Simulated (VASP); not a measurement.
An input for Quantum ESPRESSO's pw.x (written as the equivalent of a VASP run, and not itself run):

```
&CONTROL
  calculation = 'scf'
  pseudo_dir = './pseudo'
  outdir = './out'
  tprnfor = .true.
  tstress = .true.
/
&SYSTEM
  ibrav = 0
  nat = 2
  ntyp = 2
  ecutwfc = 84
  occupations = 'tetrahedra'
  input_dft = 'rpbe'
/
&ELECTRONS
  conv_thr = 7.3e-09
  electron_maxstep = 100
/
ATOMIC_SPECIES
  Nb 92.906 Nb.upf
  N 14.007 N.upf
CELL_PARAMETERS angstrom
     0.0000000    2.2193157    2.2193157
     2.2193157    0.0000000    2.2193157
     2.2193157    2.2193157    0.0000000
ATOMIC_POSITIONS crystal
  Nb   0.0000000  0.0000000  0.0000000
  N    0.5000000  0.5000000  0.5000000
K_POINTS automatic
  16 16 16 0 0 0
```

Q: Translate this input to VASP (INCAR, KPOINTS, POSCAR, choice of POTCAR).

A: Several could match; the one computed here: 
KPOINTS:
```
Automatic mesh
0
Gamma
16 16 16
```

INCAR:
```
LORBIT  =  11   # lm-projected
NEDOS  =  601
NELM  =  100   # most electronic steps
LCHARG  =  .TRUE.
LREAL  =  .FALSE.   # projection in real space or not
GGA  =  RP   # RPBE
ENCUT  =  520
ISIF  =  2   # forces and stress, cell fixed
ISMEAR  =  -5
EDIFF  =  1E-7   # SCF stop (eV)
LMAXMIX  =  4   # l cut-off of mixed one-centre charges
LWAVE  =  .FALSE.
ALGO  =  Normal
PREC  =  Accurate
SYSTEM  =  NbN
LASPH  =  .TRUE.   # aspherical one-centre terms
```

POSCAR:
```
NbN
2.2193160
  0.0000000000   0.9999998514   0.9999998514
  0.9999998514   0.0000000000   0.9999998514
  0.9999998514   0.9999998514   0.0000000000
Nb N
1 1
Cart
  0.0000000000   0.0000000000   0.0000000000
  0.9999998514   0.9999998514   0.9999998514
```

POTCAR, in this order: Nb_sv N (PBE.64 set). Program: vasp_std.

Limits of the translation: the potentials are each code's own (VASP's PAW set, PseudoDojo norm-conserving files in pw.x), so ENCUT and ecutwfc are chosen apart and not converted; conv_thr bounds pw.x's estimated SCF error, while EDIFF bounds the energy change between steps.

The compound is NbN in the rock salt structure, the cubic δ form, which competes with hexagonal ones. It was relaxed first.
